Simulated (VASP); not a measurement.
Here is the system:

```
CELL_PARAMETERS angstrom
     -2.16051     2.16051     2.16051
      2.16051    -2.16051     2.16051
      2.16051     2.16051    -2.16051
ATOMIC_POSITIONS crystal
  Eu 0.00000 0.00000 0.00000
```

All values below come from SCAN meta-GGA, VASP's PBE PAW potentials (set 64) (plane waves; VASP). Run with 520 eV cut-off, 12×12×12 Γ-centred mesh, first-order Methfessel-Paxton smearing of 0.10 eV, potentials Eu_2.

The 4f electrons are frozen in the core of the lanthanide potential, so 4f levels, which can set the real gap, and their magnetism are missing.

Question: What does the run give for the energy per atom (σ→0), band gap (on the k-mesh) with the smallest direct gap where there is one?

Answer: 
```json
{
 "band gap (on the k-mesh)": "none (metal, semimetal or under 0.01 eV)",
 "energy per atom (σ→0)": "-4066.3 kJ/mol of atoms"
}
```

The compound is Eu in the bcc structure. This cell is one point of a volume scan, at 0.97 of the reference volume.
